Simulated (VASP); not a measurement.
Input for VASP

**KPOINTS**
```
kpoints
0
gamma
 7 7 7
```

POSCAR:
```
RbBr
1.0
  0.0000000000   3.3379729329   3.3379729329
  3.3379729329   0.0000000000   3.3379729329
  3.3379729329   3.3379729329   0.0000000000
Rb Br
1 1
Direct
  0.0000000000   0.0000000000   0.0000000000
  0.5000000000   0.5000000000   0.5000000000
```

INCAR:
```
NSW=40
PREC=Accurate
LWAVE=.False.
ALGO=Normal
ENCUT=500
PSTRESS=50
EDIFF=1E-6   # SCF stop (eV)
IBRION=2
ISMEAR=0   # Gaussian
LCHARG=.False.
LREAL=.False.   # projection in real space or not
SIGMA=0.05
LASPH=.True.   # aspherical one-centre terms
NELM=100
LMAXMIX=4
EDIFFG=-0.02
ISIF=3   # ions, shape and volume
SYSTEM=RbBr
```

POTCAR, in this order: Rb_sv Br (LDA.64 set). Program: vasp_std.

Write an equivalent input for Ansatz.

One equivalent input (not run):
Ansatz 0.2 input:
```yaml
crystal:
  lattice:
    - [0.0000000, 3.3379729, 3.3379729]
    - [3.3379729, 0.0000000, 3.3379729]
    - [3.3379729, 3.3379729, 0.0000000]
  atoms:
    - { symbol: Rb, position: [0.0000000, 0.0000000, 0.0000000] }
    - { symbol: Br, position: [0.5000000, 0.5000000, 0.5000000] }
kpoints:
  mp_grid: { grid: [7, 7, 7] }
hamiltonian:
  xc: lda
  pseudopotentials: { kind: paw }
scf:
  occupations: { method: gaussian, width: 0.05 }
  max_iter: 100
relax:
  max_steps: 40
  f_tol: 0.02
  cell: { p_target: 5 }
output: { forces: true, stress: true, eigenvalues: true }
```
Limits of the translation: each code has its own PAW files, so the cut-off isn't converted (ENCUT is set for VASP's; basis.ecutwfc is left out, and Ansatz then takes the one that its files recommend); Ansatz stops its SCF on the density residual and VASP on the energy change (EDIFF); Ansatz's lda is the Perdew-Wang form, while the LDA potentials of VASP carry Perdew-Zunger's.

The compound is RbBr in the rock salt structure. This run relaxes it under an external pressure of 5 GPa. Symmetry was kept, so distortions that lower it aren't found.
